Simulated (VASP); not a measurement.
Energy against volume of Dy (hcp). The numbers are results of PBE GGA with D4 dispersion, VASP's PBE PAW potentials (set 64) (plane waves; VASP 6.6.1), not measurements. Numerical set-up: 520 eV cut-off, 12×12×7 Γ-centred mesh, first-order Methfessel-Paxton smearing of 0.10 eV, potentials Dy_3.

The 4f electrons are frozen in the core of the lanthanide potential, so 4f levels, which can set the real gap, and their magnetism are missing.

Shape and ions are relaxed at each volume.

```json
[
 {"V (Å³/atom)": "29.121", "E (eV/atom)": "-4.76883"},
 {"V (Å³/atom)": "30.050", "E (eV/atom)": "-4.78017"},
 {"V (Å³/atom)": "30.980", "E (eV/atom)": "-4.78332"},
 {"V (Å³/atom)": "31.909", "E (eV/atom)": "-4.77924"}
]
```

Task: Fit these four points and predict the energy of the run at 32.838 Å³/atom.

Result: A cubic in V^(−2/3), the third-order Birch-Murnaghan form, passes through the four points with V0 = 30.90 Å³/atom and B0 = 42 GPa, and gives -4.7688 eV/atom there. The run gave -4.7690 eV/atom, -0.3 meV/atom from the fit; all five points give B0 = 41 GPa.

The compound is Dy in the hcp structure. It was relaxed first.
